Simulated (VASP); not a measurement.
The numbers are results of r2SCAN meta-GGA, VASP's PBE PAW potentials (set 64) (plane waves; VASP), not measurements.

VASP input:

File POSCAR:
```
Pd
1
    0.0000000000     1.8970718984     1.8970718984
    1.8970718984     0.0000000000     1.8970718984
    1.8970718984     1.8970718984     0.0000000000
Pd
1
Direct
  0.0000000000   0.0000000000   0.0000000000
```

### KPOINTS
```
Automatic
0
G
14 14 14
0 0 0
```

### INCAR
```
LCHARG = .FALSE.
ALGO = Normal   # blocked Davidson
NELM = 100   # most electronic steps
ISMEAR = 1   # Methfessel-Paxton
PREC = Accurate
SYSTEM = Pd
METAGGA = R2SCAN
LASPH = .TRUE.   # aspherical one-centre terms
SIGMA = 0.1   # width (eV)
ISIF = 2
LMAXMIX = 4
EDIFF = 1E-7
ENCUT = 480   # plane-wave cut-off (eV)
LREAL = .FALSE.
LMIXTAU = .TRUE.
LWAVE = .FALSE.
```

POTCAR, in this order: Pd (PBE.64 set). Program: vasp_std.

Question: Predict the energy per atom (σ→0), pressure, band gap (on the k-mesh).

Answer: 
The energy per atom (σ→0) comes out as -22.850 eV/atom, the band gap (on the k-mesh) comes out as none (metal, semimetal or under 0.01 eV) and the pressure is 22.48 GPa.

OSZICAR:
```
...
DAV:  11    -0.228506270342E+02   -0.95136E-04   -0.73840E-05  2596   0.864E-02    0.122E-02
DAV:  12    -0.228506300269E+02   -0.29927E-05   -0.85307E-06  2107   0.370E-02    0.863E-03
DAV:  13    -0.228506375569E+02   -0.75301E-05   -0.13238E-05  2373   0.276E-02    0.371E-03
DAV:  14    -0.228506325922E+02    0.49647E-05   -0.51640E-07  2042   0.106E-02    0.181E-03
DAV:  15    -0.228506342790E+02   -0.16867E-05   -0.17155E-07  1716   0.336E-03    0.783E-04
DAV:  16    -0.228506336372E+02    0.64175E-06   -0.11991E-07  1142   0.220E-03    0.740E-05
DAV:  17    -0.228506337315E+02   -0.94268E-07   -0.23819E-09  1078   0.656E-04
   1 F= -.22850634E+02 E0= -.22850291E+02  d E =-.102940E-02
```

The compound is Pd in the fcc structure. This cell was strained or had an atom moved on purpose.
